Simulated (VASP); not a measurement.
Here is the system:

```xyz
3
Lattice="1.5403 -2.6679 0.0000 1.5403 2.6679 0.0000 0.0000 0.0000 3.4799" Properties=species:S:1:pos:R:3 pbc="T T T"
Mg     0.0000     0.0000     3.4799
B      1.5403     0.8893     1.7400
B      1.5403    -0.8893     1.7400
```

Level of theory: optB86b-vdW, VASP's PBE PAW potentials (set 64) (plane waves; VASP 6.6.1). Settings: 520 eV cut-off, 13×13×10 Γ-centred mesh, tetrahedra with Blöchl corrections, potentials Mg B.

Q: Tabulate the total density of states (states/eV per cell) against energy (eV; zero at the valence-band maximum or, without a gap, the Fermi level).

A: 
```
E (eV) | DOS (states/eV)
    -9.98 | ########### 0.45
    -9.62 | ########### 0.46
    -9.26 | ############ 0.46
    -8.90 | ############ 0.49
    -8.66 | ############# 0.53
    -8.30 | ############ 0.50
    -7.94 | ########## 0.41
    -7.58 | ######## 0.33
    -7.22 | ######### 0.36
    -6.86 | ############## 0.56
    -6.50 | ################ 0.64
    -6.14 | ################ 0.64
    -5.90 | ############### 0.61
    -5.54 | ################ 0.63
    -5.18 | ################## 0.74
    -4.82 | ################## 0.71
    -4.46 | ################# 0.67
    -4.10 | ####################### 0.92
    -3.74 | ###################### 0.88
    -3.38 | ####################### 0.92
    -3.14 | ######################### 1.01
    -2.78 | ########################## 1.03
    -2.42 | ############################ 1.13
    -2.06 | ############################## 1.20
    -1.70 | ######################## 0.97
    -1.34 | ####################### 0.92
    -0.98 | ###################### 0.89
    -0.62 | #################### 0.82
    -0.38 | ################### 0.77
    -0.02 | ################## 0.74
     0.34 | ############## 0.56
     0.70 | ######## 0.32
     1.06 | ####### 0.29
     1.42 | ####### 0.27
     1.78 | ####### 0.27
     2.14 | ######## 0.31
     2.38 | ######### 0.36
     2.74 | ########## 0.41
     3.10 | ########### 0.44
     3.46 | ########### 0.45
```
Within 2 eV below the Fermi level the largest weight inside VASP's projection spheres is B p.

The compound is MgB2 in the AlB2 type structure. It was relaxed first.
